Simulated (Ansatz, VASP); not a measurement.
**Li5P2NO6 (phosphorus oxynitride glass): VASP beside Ansatz**

Aim: how closely do two programs agree when they are given the same cell, functional and k mesh? The structure shown is the start of the Ansatz relaxation below; VASP solves that cell, so the two are compared at the walk's first step.

Program: Ansatz 0.2.0. Level of theory: plane waves, with VASP 6.6.1 beside it; single point at PBE. Results are calculated unless marked as measured.

## (1) Starting point

The cell holds 28 atoms: 4 P, 10 Li, 12 O and 2 N. Its edges and angles: a = 7.005 Å, b = 7.005 Å, c = 7.005 Å, α = 90.0°, β = 90.0°, γ = 90.0°. As first built, before any earlier steps moved the atoms (in the runner's words): kind phosphorus oxynitride glass; units_of_the_quenched_model {'P2O5': 2, 'Li2O': 2, 'Li3N': 2}; melt_K 3000; rate_K_ps 100; atoms 28.

## (2) Ansatz: relaxation, PBE

Ansatz runs on its PAW soft_1 files.

The two programs are compared at the cell with which this relaxation starts, whose forces are those of its first step.

Input file input.yaml:

```yaml
crystal:
  lattice:
    - [7.0045133947, 0.0, 0.0]
    - [0.0, 7.0045133947, 0.0]
    - [0.0, 0.0, 7.0045133947]
  atoms:
    - { symbol: P, position: [0.450669, 0.845747, 0.074991] }
    - { symbol: P, position: [0.820574, 0.838586, 0.342097] }
    - { symbol: P, position: [0.084725, 0.581437, 0.090113] }
    - { symbol: P, position: [0.436782, 0.372427, 0.548438] }
    - { symbol: Li, position: [0.055088, 0.058632, 0.618578] }
    - { symbol: Li, position: [0.074874, 0.624131, 0.630353] }
    - { symbol: Li, position: [0.482329, 0.417964, 0.10109] }
    - { symbol: Li, position: [0.83812, 0.350455, 0.783061] }
    - { symbol: Li, position: [0.64423, 0.097044, 0.822463] }
    - { symbol: Li, position: [0.813162, 0.283141, 0.304581] }
    - { symbol: Li, position: [0.828936, 0.794229, 0.809339] }
    - { symbol: Li, position: [0.170088, 0.144451, 0.298601] }
    - { symbol: Li, position: [0.502065, 0.795963, 0.584624] }
    - { symbol: Li, position: [0.076921, 0.148701, 0.043928] }
    - { symbol: O, position: [0.554702, 0.836214, 0.880773] }
    - { symbol: O, position: [0.293244, 0.208827, 0.54238] }
    - { symbol: O, position: [0.835356, 0.740365, 0.534174] }
    - { symbol: O, position: [0.072088, 0.388948, 0.188511] }
    - { symbol: O, position: [0.988639, 0.562559, 0.896443] }
    - { symbol: O, position: [0.911974, 0.086333, 0.846521] }
    - { symbol: O, position: [0.337734, 0.03443, 0.077372] }
    - { symbol: O, position: [0.335526, 0.563504, 0.569441] }
    - { symbol: O, position: [0.556693, 0.367001, 0.365731] }
    - { symbol: O, position: [0.569168, 0.342336, 0.718261] }
    - { symbol: O, position: [0.913044, 0.033113, 0.369091] }
    - { symbol: O, position: [0.954653, 0.721396, 0.207064] }
    - { symbol: "N", position: [0.609303, 0.845782, 0.249086] }
    - { symbol: "N", position: [0.298905, 0.667182, 0.085322] }
  symmetry: { detect: false }
kpoints:
  mp_grid: { grid: [2, 2, 2] }
scf:
  occupations: { method: fermi_dirac, width: 0.05 }
hamiltonian:
  xc: pbe
  pseudopotentials: { kind: paw, azcp: { folder: soft_1 } }
output:
  forces: true
  stress: true
relax:
  f_tol: 0.04
  max_steps: 100
  escape_saddle: false
  cell: { stress_tol: 0.4, fix: [] }
```

The run is started by

```sh
$ ansatz run input.yaml --threads 8 --pin off --max-ram 14336MiB --backend cpu --events-out ev --progress --plain --runs-dir out
```

Numbers of over 12 decimals in the logs are rounded to 6 here.

The program printed:

```text
Engine: ansatz 0.2.0, aarch64-unknown-linux-gnu
Pseudopotentials: kind: paw
Pseudopotential: P, paw, valence charge 5, recommended cutoff 420 eV (normal), soft_1/P.paw.azcp
Pseudopotential: Li, paw, valence charge 3, recommended cutoff 420 eV (normal), soft_1/Li.paw.azcp
Pseudopotential: O, paw, valence charge 6, recommended cutoff 420 eV (normal), soft_1/O.paw.azcp
Pseudopotential: N, paw, valence charge 5, recommended cutoff 420 eV (normal), soft_1/N.paw.azcp
Functional definition: PBE
  parameter kappa = 0.804
  parameter beta = 0.066725
  exchange = pbe_x(kappa = kappa, mu = beta*pi^2/3)
  correlation = pbe_c(beta = beta)
Crystal: 28 atoms, lattice volume = 343.664 Å³
Basis set: ecut = 420 eV, 6763 PW (Γ), exchange–correlation on 96×96×96 points (8 copies of the dense FFT grid, shifted against one another)
Bands: 94, of which v1, the nominal top of the filled ones, is band 66 counted from 1 (65 counted from 0)
Symmetry: 1 space group operations
k-points: 8
Non-local potential: P, projectors of the file, l = 0: 2, l = 1: 2, l = 2: 1
Non-local potential: Li, projectors of the file, l = 0: 3, l = 1: 2, l = 2: 1
Non-local potential: O, projectors of the file, l = 0: 2, l = 1: 2, l = 2: 1
Non-local potential: N, projectors of the file, l = 0: 2, l = 1: 2, l = 2: 1
PAW form: soft (Blöchl's): semilocal exchange-correlation on the pseudo side does not see the compensation charge
PAW one-centre angular grid: P, 110 points (default); XC on 64 Gauss nodes
PAW one-centre angular grid: Li, 110 points (default); XC on 96 Gauss nodes
PAW one-centre angular grid: O, 110 points (default); XC on 64 Gauss nodes
PAW one-centre angular grid: N, 110 points (default); XC on 64 Gauss nodes
Initial density: superposition of atomic densities (chi_scale 0.1, normalization cell, long waves kept (reshape's long-wave potential 0.26 eV rms))
Initial wavefunctions: pseudopotential atomic-orbital guess
Functional: x = pbe(κ = 0.804, μ = 0.219515), c = pbe(β = 0.066725)
SCF iter   1: F=—  HF=-12683.453048 eV  |F-HF|=—  |Δ(HF+E_count)|=         —  Δρ=1.05e-1  dr2=4.56e1  ethr=3.10e-3  ⟨swp⟩=6.5  Hψ=3641  notcnv=0  defer=102
preconditioner: auto → Resta (q_TF=auto, 2.326 Å⁻¹)  ε∞=2.8  [insulator: Δε(μ)=4.010 eV  Ē_g=15.793 eV  σ=0.050 eV  W_gap=1.00  n_scr=80 (ndim 8)  ℏωp=21.2 eV  f_vac=0.000  D(μ)=0.00/eV (n_scr^D=0)  ε∞_Penn≈2.8]
SCF iter   2: F=—  HF=-12671.333369 eV  |F-HF|=—  |Δ(HF+E_count)|=    1.21e1  Δρ=4.20e-2  dr2=5.01e0  ethr=3.10e-3  ⟨swp⟩=3.8  Hψ=1572  notcnv=0  defer=189
SCF iter   3: F=—  HF=-12670.408409 eV  |F-HF|=—  |Δ(HF+E_count)|=   9.25e-1  Δρ=1.92e-2  dr2=1.54e0  ethr=3.10e-3  ⟨swp⟩=2.5  Hψ=999  notcnv=0  defer=186
SCF iter   4: F=—  HF=-12670.175302 eV  |F-HF|=—  |Δ(HF+E_count)|=   2.33e-1  Δρ=3.85e-3  dr2=6.76e-2  ethr=1.17e-3  ⟨swp⟩=4.2  Hψ=949  notcnv=0  defer=186
SCF iter   5: F=—  HF=-12670.192617 eV  |F-HF|=—  |Δ(HF+E_count)|=   1.73e-2  Δρ=1.41e-3  dr2=7.72e-3  ethr=5.12e-5  ⟨swp⟩=3.2  Hψ=1401  notcnv=0  defer=186
SCF iter   6: F=—  HF=-12670.200464 eV  |F-HF|=—  |Δ(HF+E_count)|=   7.85e-3  Δρ=3.36e-4  dr2=4.03e-4  ethr=5.85e-6  ⟨swp⟩=2.2  Hψ=1058  notcnv=0  defer=186
SCF iter   7: F=—  HF=-12670.200860 eV  |F-HF|=—  |Δ(HF+E_count)|=   3.95e-4  Δρ=1.39e-4  dr2=5.98e-5  ethr=3.05e-7  ⟨swp⟩=2.9  Hψ=1145  notcnv=0  defer=186
SCF iter   8: F=—  HF=-12670.201118 eV  |F-HF|=—  |Δ(HF+E_count)|=   2.58e-4  Δρ=3.74e-5  dr2=4.91e-6  ethr=4.53e-8  ⟨swp⟩=2.2  Hψ=1110  notcnv=0  defer=186
SCF iter   9: F=—  HF=-12670.201123 eV  |F-HF|=—  |Δ(HF+E_count)|=   5.05e-6  Δρ=1.00e-5  dr2=4.21e-7  ethr=3.72e-9  ⟨swp⟩=2.2  Hψ=1049  notcnv=0  defer=186
SCF iter  10: F=-12670.201123 eV  HF=-12670.201123 eV  |F-HF|=1.66e-8  |Δ(HF+E_count)|=   2.84e-7  Δρ=5.04e-6  dr2=6.98e-8  ethr=7.58e-11  ⟨swp⟩=5.9  Hψ=2633  notcnv=0
SCF 1 converged in 10 iterations: F = -12670.201123 eV  dr2 = 6.98e-8
  greatest PAW one-centre occupation: 1.000 electrons in one spin orbital (limit 2), on the Li atom at site 8 (counted from 0), in its partial waves of l = 0
relax step   1: F+E_penalty+E_count = -12670.20112310 eV  Δ(F+E_penalty+E_count) = +0.000e0 eV  max|allowed force component| = 3.292e0 eV/Å  Δτ_max = 0.0000 Å  P = -0.420 GPa  Ω = 343.664 Å³  (10 SCF iters, dr2 threshold 1.00e-7 eV, accepted)
[...]
relax step  24: F+E_penalty+E_count = -12673.55745458 eV  Δ(F+E_penalty+E_count) = -2.926e-4 eV  max|allowed force component| = 2.844e-2 eV/Å  Δτ_max = 0.0116 Å  P = +0.003 GPa  Ω = 341.714 Å³  energy of the carried Pulay correction = +3.270e-3 eV  (6 SCF iters, dr2 threshold 3.86e-7 eV, accepted)
[...]
relax step  25: F+E_penalty+E_count = -12673.57226347 eV  Δ(F+E_penalty+E_count) = -1.481e-2 eV  max|allowed force component| = 2.977e-2 eV/Å  Δτ_max = 0.0000 Å  P = +0.076 GPa  Ω = 341.714 Å³  stress off target by 2.58e-1 GPa  SCF on the basis re-selected at this cell (its energy is not comparable with the rows above)  (5 SCF iters)
basis re-selected at this cell: Δ(F+E_penalty+E_count) = -1.481e-2 eV, ΔP = +0.074 GPa vs the last step (what re-selecting the basis moved, of the pressure what is left beyond the Pulay correction that the steps carried, after the strain that the cell walked since its last selection, with what the two solves' SCF thresholds leave and, on support functions, any second-order correction that the steps lacked; it is no measure of the basis error at this ecutwfc). The dense FFT grid was sized anew with the basis: this SCF ran on 45×48×50 points, the steps before it on 48×48×48, so part of this shift can come from that change (see relax.cell in the input reference). [rest of the remark cut]
SCF converged after 5 iterations
Free energy (F): -12673.572263 eV
Harris-Foulkes:  -12673.572263 eV  (|F-HF|=1.28e-8)
Internal energy: -12673.572263 eV  (E = F + TS)
E sigma→0 (E₀):  -12673.572263 eV
Fermi energy:    4.564101 eV
--- Per-component energies (eV) ---
  E_band       = -1349.404503
  E_kinetic    = 2793.364474
  E_local      = -8675.926890  (includes V_loc(G=0)·N_el)
  E_nonlocal   = 620.548283
  E_hartree    = 3159.135090
  E_xc         = -1379.310852
  E_vxc        = -1632.359394  (∫ρ·V_xc dr)
  E_paw        = -4687.058423  (= ΣΔE_a)
  E_vpaw       = -773.314599  (= ΣTr[D̂ρ^β])
  E_aug_tail   = 0.013761  (compensation charges beyond the density's cutoff)
  E_ewald      = -4504.337706
  E_smearing   = -0.000000  (= −TS)
  E_closure    = -0.000000  (closes the sum)
  Σ components = -12673.572263   (vs F -12673.572263, Δ=0.00e0)
--- Forces (eV/Å), atoms counted from 1 ---
  atom   1  P     -0.00297331    -0.01433361     0.00707505
  atom   2  P     -0.01325430     0.00462294    -0.02977079
  atom   3  P      0.01679147     0.02928854     0.01143298
  atom   4  P     -0.00419040     0.00922137    -0.01194541
  atom   5  Li    -0.00535773     0.00346334    -0.00113947
  atom   6  Li     0.00433642     0.00266868    -0.00183540
  atom   7  Li    -0.00306824    -0.00340886    -0.00083364
  atom   8  Li     0.00353602    -0.00774245     0.00579221
  atom   9  Li    -0.00442285     0.00156750    -0.00352374
  atom  10  Li     0.00162066     0.00119613     0.00181116
  atom  11  Li     0.00381218    -0.00920495     0.00353402
  atom  12  Li    -0.00742866     0.00347242     0.00818386
  atom  13  Li    -0.00067229     0.00548482     0.00141338
  atom  14  Li     0.00028433     0.00090775     0.00041825
  atom  15  O      0.00654360    -0.00151989    -0.00701492
  atom  16  O     -0.00066143    -0.00754376     0.00211510
  atom  17  O     -0.00436049    -0.00025294     0.00612474
  atom  18  O     -0.00208108    -0.01091681    -0.00669359
  atom  19  O     -0.00076616    -0.00545037    -0.00432386
  atom  20  O     -0.00152488     0.00684540    -0.00553857
  atom  21  O      0.00182770     0.00311910    -0.00033800
  atom  22  O      0.00206189    -0.00497582     0.00225610
  atom  23  O      0.00003198    -0.00590791     0.00894188
  atom  24  O      0.00413611    -0.00612958    -0.00449153
  atom  25  O     -0.00005602     0.00137264     0.01167608
  atom  26  O      0.00723314    -0.00027973    -0.00504487
  atom  27  N      0.00567128     0.00993322     0.01756137
  atom  28  N     -0.00706614    -0.00546384    -0.00584694
  max |Σ_I F_I| component: 3.33e-5 eV/Å
--- Stress (GPa, compression-positive) ---
       -0.140751      -0.055179       0.012603
       -0.055100       0.168690      -0.066594
        0.012700      -0.066579       0.200753
  P = ⅓ Tr σ = 0.0762 GPa (0.762 kbar)
--- Relaxed structure (24 steps of the walk, 23 accepted, 1 SCFs on fresh bases) ---
  F+E_penalty+E_count = -12673.57226347 eV   max|allowed force component| = 2.977e-2 eV/Å   (the final SCF, on the basis selected at the relaxed cell)
  cell:  # Å, volume = 341.7140 Å³
    - [6.623962, -0.109510, 0.043940]
    - [-0.109510, 7.157856, -0.077376]
    - [0.043940, -0.077376, 7.210058]
  atoms:
    - { symbol: P, position: [0.436552, 0.836329, 0.059834] }
    - { symbol: P, position: [0.797728, 0.841197, 0.324165] }
    - { symbol: P, position: [0.062121, 0.598510, 0.048675] }
    - { symbol: P, position: [0.437106, 0.343467, 0.552128] }
    - { symbol: Li, position: [0.026700, 0.092770, 0.605917] }
    - { symbol: Li, position: [0.067819, 0.620917, 0.600760] }
    - { symbol: Li, position: [0.437175, 0.568646, 0.295927] }
    - { symbol: Li, position: [0.836150, 0.358268, 0.842768] }
    - { symbol: Li, position: [0.616358, 0.094292, 0.794337] }
    - { symbol: Li, position: [0.811288, 0.278482, 0.286872] }
    - { symbol: Li, position: [0.857115, 0.867283, 0.890708] }
    - { symbol: Li, position: [0.405482, 0.082007, 0.318835] }
    - { symbol: Li, position: [0.583704, 0.647302, 0.684415] }
    - { symbol: Li, position: [0.097474, 0.157437, 0.00232949] }
    - { symbol: O, position: [0.568261, 0.830226, 0.879961] }
    - { symbol: O, position: [0.301609, 0.165123, 0.567983] }
    - { symbol: O, position: [0.825549, 0.710459, 0.487631] }
    - { symbol: O, position: [-0.00327072, 0.409692, 0.129877] }
    - { symbol: O, position: [0.980635, 0.610079, 0.848496] }
    - { symbol: O, position: [0.898646, 0.110685, 0.830951] }
    - { symbol: O, position: [0.321017, 0.020105, 0.069416] }
    - { symbol: O, position: [0.324621, 0.532099, 0.546952] }
    - { symbol: O, position: [0.547315, 0.327791, 0.358279] }
    - { symbol: O, position: [0.589018, 0.362066, 0.713653] }
    - { symbol: O, position: [0.884550, 0.038669, 0.366486] }
    - { symbol: O, position: [0.935537, 0.768897, 0.147013] }
    - { symbol: N, position: [0.567689, 0.832750, 0.253963] }
    - { symbol: N, position: [0.295644, 0.645351, 0.074097] }
```

[end of part 1 of 2]

[Lines on the potential files, build, host, timing and source positions are cut from VASP's logs without a mark.]

[Logs are printed without paths, hosts, clocks, repeated set-up lines and the standing remarks that a program may print on its own settings, such as how far it seeks lower states.]

[Hosts, paths, dates, database ids (printed as entryN), source tags and the programs' standing remarks are cut or masked in the printed files.]
